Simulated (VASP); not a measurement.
NbTe: equation of state with PBE+D3(BJ)

The system is NbTe.

```xyz
2
Lattice="3.6161 0.0000 0.0000 -1.8081 3.1317 0.0000 0.0000 0.0000 3.6816" Properties=species:S:1:pos:R:3 pbc="T T T"
Te    1.8081    1.0439    0.0000
Nb   -1.8081    3.1317    1.8408
```

The cell comes from a database or a generator and needn't be the stable form of this composition.

```yaml
Program: VASP 6.6.1
Task: equation of state
Functional: PBE
Dispersion: D3(BJ)
Potentials_or_basis: VASP PAW PBE potentials, release 64 (Te, Nb_sv)
Cutoff: 520 eV
k_mesh: 8 × 8 × 6
Occupations: fermi-dirac, width 0.05 eV
Spin: no spin polarisation
```

```
Equilibrium volume                        : 20.86 Å³/atom
Bulk modulus at fixed shape and positions : 135 GPa
Pressure derivative of the bulk modulus   : 4.7 (rough: it moves with the points fitted)
```

Energy against volume, from the lowest point:
```csv
volume (Å³/atom),energy (meV/atom)
20.012,15.79
20.429,3.93
20.846,0.00
21.263,3.15
21.680,12.61
```

All runs of the series together: 67 s on 1 thread of Intel(R) Xeon(R) Platinum 8559C (Emerald Rapids) (shared host).

Caveat: the cell was scaled at fixed shape and fractional positions, which overstates the stiffness of a crystal with free parameters, most of all of layers and chains. Spin-orbit coupling is left out, which matters for the levels of Te.
